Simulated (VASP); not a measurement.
VASP input:

**POSCAR**
```
CoGa
1
    2.8823180857     0.0000000000     0.0000000000
    0.0000000000     2.8823180857     0.0000000000
    0.0000000000     0.0000000000     2.8823180857
Ga Co
1 1
Direct
  0.5000000000   0.5000000000   0.5000000000
  0.0000000000   0.0000000000   0.0000000000
```

**INCAR**
```
! general
SYSTEM  = CoGa
PREC    = Accurate
ENCUT   = 500   ! plane-wave cut-off (eV)
LREAL   = .False.   ! projection in real space or not
LASPH   = .True.   ! aspherical one-centre terms

! electronic loop
EDIFF   = 1E-6
NELM    = 100   ! most electronic steps
ALGO    = Normal
LMAXMIX = 4

! smearing
ISMEAR  = 1   ! Methfessel-Paxton
SIGMA   = 0.1

! functional
GGA     = PE

! ions
IBRION  = 2   ! conjugate gradients
NSW     = 40   ! most ionic steps
ISIF    = 3
EDIFFG  = -0.02
PSTRESS = 50   ! kbar

! output
LWAVE   = .False.
LCHARG  = .False.
```

**KPOINTS**
```
Automatic mesh
0
Gamma
13 13 13
0 0 0
```

POTCAR, in this order: Ga_d Co (PBE.64 set). Program: vasp_std.

Task: Write an equivalent input for Ansatz.

Result: One equivalent input (not run):
Ansatz 0.2 input:
```yaml
crystal:
  lattice:
    - [2.8823181, 0.0000000, 0.0000000]
    - [0.0000000, 2.8823181, 0.0000000]
    - [0.0000000, 0.0000000, 2.8823181]
  atoms:
    - { symbol: Ga, position: [0.5000000, 0.5000000, 0.5000000] }
    - { symbol: Co, position: [0.0000000, 0.0000000, 0.0000000] }
kpoints:
  mp_grid: { grid: [13, 13, 13] }
hamiltonian:
  xc: pbe
  pseudopotentials: { kind: paw }
scf:
  occupations: { method: methfessel_paxton, width: 0.1 }
  max_iter: 100
relax:
  max_steps: 40
  f_tol: 0.02
  cell: { p_target: 5 }
output: { forces: true, stress: true, eigenvalues: true }
```
The two are equivalent in intent, not identical: each code has its own PAW files, so the cut-off isn't converted (ENCUT is set for VASP's; basis.ecutwfc is left out, and Ansatz then takes the one that its files recommend); Ansatz stops its SCF on the density residual and VASP on the energy change (EDIFF).

The compound is CoGa in the CsCl type structure. This run relaxes it under an external pressure of 5 GPa. Symmetry was kept, so distortions that lower it aren't found.
